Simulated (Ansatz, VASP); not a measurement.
Ga4SbP3 in VASP and in Ansatz

```
P Ga Sb
1.0
     5.62366    0.00000    0.00000
     0.00000    5.62366    0.00000
     0.00000    0.00000    5.62366
P Ga Sb
3 4 1
Direct
  0.50000 0.00000 0.00000
  0.00000 0.50000 0.00000
  0.00000 0.00000 0.50000
  0.23773 0.76227 0.76227
  0.76227 0.23773 0.76227
  0.76227 0.76227 0.23773
  0.23773 0.23773 0.23773
  0.50000 0.50000 0.50000
```

The cell was built by a generator and needn't be a form met in nature.

Alike in both runs: task single point; functional PBE; k mesh 4 × 4 × 4; occupations fermi-dirac, width 0.02 eV; no spin polarisation.

|  | VASP | Ansatz |
| --- | --- | --- |
| version | VASP 6.6.1 | Ansatz 0.2.0 |
| potentials or method | VASP PAW PBE potentials, release 64 (P, Ga_d, Sb) | plane waves, PAW |
| plane-wave cutoff (eV) | 520 | 420 |
| valence electrons in the cell | 72 | 82 |

Ansatz gave:

- pressure (GPa): 2.3
- rms of the force components (eV/Å): 0.021

Problem. Which values does VASP return?

Solution. Pressure (GPa): 2.3; rms of the force components (eV/Å): 0.024.

The two sets of potentials don't hold the same shells in valence.
